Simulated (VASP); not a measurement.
Consider the following.

```
CELL_PARAMETERS angstrom
      0.00000     2.25529     2.25529
      2.25529     0.00000     2.25529
      2.25529     2.25529     0.00000
ATOMIC_POSITIONS crystal
  Ta 0.00000 0.00000 0.00000
  C  0.50000 0.50000 0.50000
```

Level of theory: optB86b-vdW, VASP's PBE PAW potentials (set 64) (plane waves; VASP 6.6.1). Settings: 520 eV cut-off, 14×14×14 Γ-centred mesh, first-order Methfessel-Paxton smearing of 0.10 eV, potentials Ta_pv C.

Question: The job: TaC (rock salt), 2 atoms, optB86b-vdW, static run, 520 eV, 14×14×14 Γ-centred mesh. Roughly how much core time does it take on a busy server core?

Answer: About 50 core-seconds (one run on a shared machine, a rough figure). It had 104 irreducible k-points, 11 bands, up to 636 plane waves and 14 electronic steps.

The compound is TaC in the rock salt structure. This cell is one point of a volume scan, at 1.03 of the reference volume.
